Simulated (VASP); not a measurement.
Output of a VASP run:

OSZICAR:
```
       N       E                     dE             d eps       ncg     rms          rms(c)
DAV:   1     0.582210737507E+02    0.58221E+02   -0.63887E+03  2216   0.930E+02
DAV:   2    -0.884932713698E+01   -0.67070E+02   -0.62193E+02  2428   0.195E+02
DAV:   3    -0.109476689837E+02   -0.20983E+01   -0.20774E+01  2360   0.352E+01
DAV:   4    -0.109638421661E+02   -0.16173E-01   -0.16162E-01  2416   0.349E+00
DAV:   5    -0.109640562939E+02   -0.21413E-03   -0.21406E-03  2424   0.389E-01    0.118E+01
DAV:   6    -0.107084956109E+02    0.25556E+00   -0.11372E+00  2060   0.104E+01    0.673E+00
DAV:   7    -0.106741662431E+02    0.34329E-01   -0.68419E-02  2156   0.283E+00    0.349E+00
DAV:   8    -0.106636135359E+02    0.10553E-01   -0.22159E-02  2260   0.133E+00    0.239E-01
DAV:   9    -0.106633207059E+02    0.29283E-03   -0.97839E-04  2332   0.243E-01    0.138E-01
DAV:  10    -0.106633112044E+02    0.95016E-05   -0.27792E-04  2364   0.127E-01    0.218E-02
DAV:  11    -0.106633129241E+02   -0.17197E-05   -0.61119E-06  2340   0.213E-02    0.863E-03
DAV:  12    -0.106633153533E+02   -0.24292E-05   -0.36139E-06  2320   0.149E-02    0.318E-03
DAV:  13    -0.106633152123E+02    0.14099E-06   -0.18406E-07  2260   0.369E-03    0.105E-03
DAV:  14    -0.106633151505E+02    0.61790E-07   -0.24080E-08  1532   0.116E-03
   1 F= -.10663315E+02 E0= -.10663315E+02  d E =0.000000E+00
```

OUTCAR:
```
------------------------ aborting loop because EDIFF is reached ----------------------------------------
  FORCE on cell =-STRESS in cart. coord.  units (eV):
  Direction    XX          YY          ZZ          XY          YZ          ZX
  --------------------------------------------------------------------------------------
  Total        0.0150819      0.0150819      0.0150819     -0.0000000      0.0000000     -0.0000000
  in kB        0.5466349      0.5466349      0.5466349     -0.0000000      0.0000000     -0.0000000
  external PRESSURE =       0.5466349 kB  Pullay stress =       0.0000000 kB
  volume of cell :       44.20
      direct lattice vectors                 reciprocal lattice vectors
     0.000000000  2.806380225  2.806380225    -0.178165452  0.178165452  0.178165452
     2.806380225  0.000000000  2.806380225     0.178165452 -0.178165452  0.178165452
     2.806380225  2.806380225  0.000000000     0.178165452  0.178165452 -0.178165452
 POSITION                                       TOTAL-FORCE (eV/Angst)
 -----------------------------------------------------------------------------------
      0.00000      0.00000      0.00000         0.000000      0.000000      0.000000
      1.40319      1.40319      1.40319        -0.000000     -0.000000     -0.000000
 -----------------------------------------------------------------------------------
    total drift:                               -0.000000     -0.000000     -0.000000
  FREE ENERGIE OF THE ION-ELECTRON SYSTEM (eV)
  ---------------------------------------------------
  free  energy   TOTEN  =       -10.6633151505 eV

  energy  without entropy=      -10.6633151505  energy(sigma->0) =      -10.66331515

 total charge

# of ion       s       p       d       tot
------------------------------------------
    1        0.657   0.534   8.178   9.369
    2        1.456   2.218   0.130   3.804
--------------------------------------------------
tot          2.113   2.753   8.308  13.174
```
(Selected blocks of OUTCAR.)

File POSCAR:
```
PtSe
1
    0.0000000000     2.8063802247     2.8063802247
    2.8063802247     0.0000000000     2.8063802247
    2.8063802247     2.8063802247     0.0000000000
Pt Se
1 1
Direct
  0.0000000000   0.0000000000   0.0000000000
  0.2500000000   0.2500000000   0.2500000000
```

Write an INCAR and KPOINTS that could have produced this output.

This is not unique; one that fits is the input of the run itself, PBEsol GGA, plane waves, VASP's PBE PAW potentials (set 64).

**INCAR**
```
! general
SYSTEM =PtSe
PREC   =Accurate
ENCUT  =400
LREAL  =F
LASPH  =T

! electronic loop
EDIFF  =1E-7
NELM   =100
ALGO   =Normal
LMAXMIX=6

! smearing
ISMEAR =-5

! functional
GGA    =PS

! ions
ISIF   =2

! output
LWAVE  =F
LCHARG =T
LORBIT =11
NEDOS  =601
```

**KPOINTS**
```
Automatic mesh
0
Gamma
13 13 13
0 0 0
```

POTCAR, in this order: Pt Se (PBE.64 set). Program: vasp_std.

For a metal the tetrahedron method with Blöchl corrections gives inexact stress and forces.

The structure was generated: PtSe was put into the zinc blende type (F-43m), which need not be its known phase. It was relaxed first, which changed the volume by -14 %.
